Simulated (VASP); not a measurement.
These are PBEsol GGA, VASP's PBE PAW potentials (set 64) (plane waves; VASP 6.6.1) values and carry that method's errors.

The input files of a VASP run:

### INCAR
```
SYSTEM = HfO2
PREC = Accurate
ENCUT = 520
EDIFF = 1E-7
NELM = 100
ALGO = Normal
LREAL = .FALSE.
LASPH = .TRUE.
ISMEAR = -5
GGA = PS
LMAXMIX = 6
LWAVE = .FALSE.
LCHARG = .TRUE.
LORBIT = 11
NEDOS = 601
ISIF = 2
```

**KPOINTS**
```
Regular mesh
0
gamma
  5 5 8
```

POSCAR:
```
HfO2
4.8090130
  1.0000000661   0.0000000000   0.0000000000
  0.0000000000   1.0000000661   0.0000000000
  0.0000000000   0.0000000000   0.6652957772
Hf O
2 4
Direct
  0.0000000000   0.0000000000   0.0000000000
  0.5000000000   0.5000000000   0.5000000000
  0.1948821236   0.8051178764   0.5000000000
  0.8051178764   0.1948821236   0.5000000000
  0.6948821236   0.6948821236   0.0000000000
  0.3051178764   0.3051178764   0.0000000000
```

POTCAR, in this order: Hf_pv O (PBE.64 set). Program: vasp_std.

Output of the run:

OUTCAR:
```
 ion  position               nearest neighbor table
   1  0.000  0.000  0.000-   5 2.08   6 2.08   3 2.08   4 2.08   3 2.08   4 2.08   2 3.76   2 3.76
                             2 3.76   2 3.76   2 3.76   2 3.76   2 3.76   2 3.76
   2  0.500  0.500  0.500-   3 2.08   4 2.08   5 2.08   6 2.08   5 2.08   6 2.08   1 3.76   1 3.76
                             1 3.76   1 3.76   1 3.76   1 3.76   1 3.76   1 3.76
   3  0.195  0.805  0.500-   2 2.08   1 2.08   1 2.08
   4  0.805  0.195  0.500-   2 2.08   1 2.08   1 2.08
   5  0.695  0.695  0.000-   1 2.08   2 2.08   2 2.08
   6  0.305  0.305  0.000-   1 2.08   2 2.08   2 2.08
  LATTYP: Found a simple tetragonal cell.
 ALAT       =     4.8090133180
 C/A-ratio  =     0.6652957332
 Subroutine PRICEL returns:
 Original cell was already a primitive cell.
 Subroutine GETGRP returns: Found 16 space group operations
The static configuration has the point symmetry D_2h.
 The point group associated with its full space group is D_4h.
The dynamic configuration has the point symmetry D_2h.
 Subroutine INISYM returns: Found 16 space group operations
 Subroutine IBZKPT returns following result:
 Found     30 irreducible k-points:

 Following reciprocal coordinates:
            Coordinates               Weight
  0.000000  0.000000  0.000000      1.000000
  0.200000  0.000000  0.000000      4.000000
  0.400000  0.000000  0.000000      4.000000
  0.200000  0.200000  0.000000      4.000000
  0.400000  0.200000  0.000000      8.000000
  0.400000  0.400000  0.000000      4.000000
  0.000000  0.000000  0.125000      2.000000
  0.200000  0.000000  0.125000      8.000000
  0.400000  0.000000  0.125000      8.000000
  0.200000  0.200000  0.125000      8.000000
  0.400000  0.200000  0.125000     16.000000
  0.400000  0.400000  0.125000      8.000000
  0.000000  0.000000  0.250000      2.000000
  0.200000  0.000000  0.250000      8.000000
  0.400000  0.000000  0.250000      8.000000
  0.200000  0.200000  0.250000      8.000000
  0.400000  0.200000  0.250000     16.000000
  0.400000  0.400000  0.250000      8.000000
  0.000000  0.000000  0.375000      2.000000
  0.200000  0.000000  0.375000      8.000000
  0.400000  0.000000  0.375000      8.000000
  0.200000  0.200000  0.375000      8.000000
  0.400000  0.200000  0.375000     16.000000
  0.400000  0.400000  0.375000      8.000000
  0.000000  0.000000  0.500000      1.000000
  0.200000  0.000000  0.500000      4.000000
  0.400000  0.000000  0.500000      4.000000
  0.200000  0.200000  0.500000      4.000000
  0.400000  0.200000  0.500000      8.000000
  0.400000  0.400000  0.500000      4.000000
   k-points           NKPTS =     30   k-points in BZ     NKDIM =     30   number of bands    NBANDS=     26
   number of dos      NEDOS =    601   number of ions     NIONS =      6
   total plane-waves  NPLWV =  31104
   dimension x,y,z NGX =    36 NGY =   36 NGZ =   24
   dimension x,y,z NGXF=    72 NGYF=   72 NGZF=   48
   ions per type =               2   4
   PREC   = accura    normal or accurate (medium, high low for compatibility)
   ISTART =      0    job   : 0-new  1-cont  2-samecut
   ICHARG =      2    charge: 1-file 2-atom 10-const
   ISPIN  =      1    spin polarized calculation?
   LNONCOLLINEAR =      F non collinear calculations
   LSORBIT =      F    spin-orbit coupling
   INIWAV =      1    electr: 0-lowe 1-rand  2-diag
   ENCUT  =  520.0 eV  38.22 Ry    6.18 a.u.   8.94  8.94  5.95*2*pi/ulx,y,z
   NELM   =    100;   NELMIN=  2; NELMDL= -5     # of ELM steps
   EDIFF  = 0.1E-06   stopping-criterion for ELM
   LREAL  =      F    real-space projection
   NLSPLINE    = F    spline interpolate recip. space projectors
   LMAXMIX     =    6 max onsite mixed and CHGCAR
   VOSKOWN=      0    Vosko Wilk Nusair interpolation
   EDIFFG = 0.1E-05   stopping-criterion for IOM
...
```

**OSZICAR**
```
       N       E                     dE             d eps       ncg     rms          rms(c)
DAV:   1     0.275665052640E+03    0.27567E+03   -0.25596E+04  1560   0.167E+03
DAV:   2    -0.581933006804E+02   -0.33386E+03   -0.32873E+03  2040   0.397E+02
DAV:   3    -0.730077128667E+02   -0.14814E+02   -0.14781E+02  1760   0.813E+01
DAV:   4    -0.732119389795E+02   -0.20423E+00   -0.20406E+00  2144   0.103E+01
DAV:   5    -0.732140450565E+02   -0.21061E-02   -0.21051E-02  1922   0.955E-01    0.858E+01
DAV:   6    -0.635942479818E+02    0.96198E+01   -0.57483E+01  1704   0.430E+01    0.721E+01
DAV:   7    -0.633903220752E+02    0.20393E+00   -0.28726E+00  1948   0.122E+01    0.384E+01
DAV:   8    -0.633652601533E+02    0.25062E-01   -0.19326E-01  1928   0.354E+00    0.521E+00
DAV:   9    -0.633527188973E+02    0.12541E-01   -0.59007E-02  1858   0.177E+00    0.269E+00
DAV:  10    -0.633518320405E+02    0.88686E-03   -0.68765E-03  2038   0.553E-01    0.125E-01
DAV:  11    -0.633518725306E+02   -0.40490E-04   -0.35950E-04  2014   0.136E-01    0.399E-02
DAV:  12    -0.633518913920E+02   -0.18861E-04   -0.23052E-05  1956   0.329E-02    0.474E-02
DAV:  13    -0.633518923742E+02   -0.98220E-06   -0.12221E-06  2048   0.808E-03    0.142E-02
DAV:  14    -0.633518922619E+02    0.11230E-06   -0.55557E-07  1718   0.423E-03    0.619E-04
DAV:  15    -0.633518922478E+02    0.14131E-07   -0.42764E-08  1072   0.155E-03
   1 F= -.63351892E+02 E0= -.63351892E+02  d E =0.000000E+00
```

File OUTCAR:
```
------------------------ aborting loop because EDIFF is reached ----------------------------------------
  FORCE on cell =-STRESS in cart. coord.  units (eV):
  Direction    XX          YY          ZZ          XY          YZ          ZX
  --------------------------------------------------------------------------------------
  Total        0.0492681      0.0492681     -0.0356013      0.0000000      0.0000000      0.0000000
  in kB        1.0668254      1.0668254     -0.7708915      0.0000000      0.0000000      0.0000000
  external PRESSURE =       0.4542531 kB  Pullay stress =       0.0000000 kB
  volume of cell :       73.99
      direct lattice vectors                 reciprocal lattice vectors
     4.809013318  0.000000000  0.000000000     0.207942864  0.000000000  0.000000000
     0.000000000  4.809013318  0.000000000     0.000000000  0.207942864  0.000000000
     0.000000000  0.000000000  3.199416041     0.000000000  0.000000000  0.312557038
 POSITION                                       TOTAL-FORCE (eV/Angst)
 -----------------------------------------------------------------------------------
      0.00000      0.00000      0.00000         0.000000      0.000000     -0.000000
      2.40451      2.40451      1.59971         0.000000      0.000000     -0.000000
      0.93719      3.87182      1.59971        -0.000624      0.000624     -0.000000
      3.87182      0.93719      1.59971         0.000624     -0.000624      0.000000
      3.34170      3.34170      0.00000        -0.000624     -0.000624      0.000000
      1.46732      1.46732      0.00000         0.000624      0.000624     -0.000000
 -----------------------------------------------------------------------------------
    total drift:                                0.000000      0.000000     -0.000000
  FREE ENERGIE OF THE ION-ELECTRON SYSTEM (eV)
  ---------------------------------------------------
  free  energy   TOTEN  =       -63.3518922478 eV

  energy  without entropy=      -63.3518922478  energy(sigma->0) =      -63.35189225

 total charge

# of ion       s       p       d       tot
------------------------------------------
    1        0.332   6.715   1.494   8.541
    2        0.332   6.715   1.494   8.541
    3        1.557   3.532   0.000   5.089
    4        1.557   3.532   0.000   5.089
    5        1.557   3.532   0.000   5.089
    6        1.557   3.532   0.000   5.089
--------------------------------------------------
tot          6.893  27.558   2.988  37.439
```
(Selected blocks of OUTCAR.)

The structure comes from a computed database's HfO2 entry (P4_2/mnm); how it stands against other phases isn't given here. It was relaxed first.
